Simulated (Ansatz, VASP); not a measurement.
**Os2Au in VASP and in Ansatz**

```
CELL_PARAMETERS angstrom
0.00000 2.80398 2.80398
2.80398 0.00000 2.80398
2.80398 2.80398 0.00000
ATOMIC_POSITIONS crystal
Os 0.25000 0.25000 0.25000
Os 0.75000 0.75000 0.75000
Au 0.00000 0.00000 0.00000
```

Alike in both runs: task relaxation of cell and atoms; functional PBE; k mesh 6 × 6 × 6; occupations gaussian, width 0.1 eV; no spin polarisation.

|  | VASP | Ansatz |
| --- | --- | --- |
| version | VASP 6.6.1 | Ansatz 0.2.0 |
| potentials or method | VASP PAW PBE potentials, release 64 (Os, Au) | scalar-relativistic, plane waves, PAW |
| plane-wave cutoff (eV) | 600 | 420 |
| valence electrons in the cell | 27 | 51 |

```csv
,VASP,Ansatz,Ansatz less VASP
"gap on the k mesh at the Fermi level, each at its own relaxed structure (eV)",none,none,-
relaxed volume (Å³/atom),17.98,18.00,+0.012
relaxed cell length with the largest relative difference (Å),4.241,4.242,+0.0010
energy change over the relaxation (meV/atom),-631,-639,-7.9
```

A gap of «none» marks a metal or a gap that the smearing closes. The two sets of potentials don't hold the same shells in valence.

Caveats: the volume moved by over 15 % at a fixed basis, so the end points are rough (VASP). The runs have no spin-orbit coupling, so splittings on Au, Os are missing.
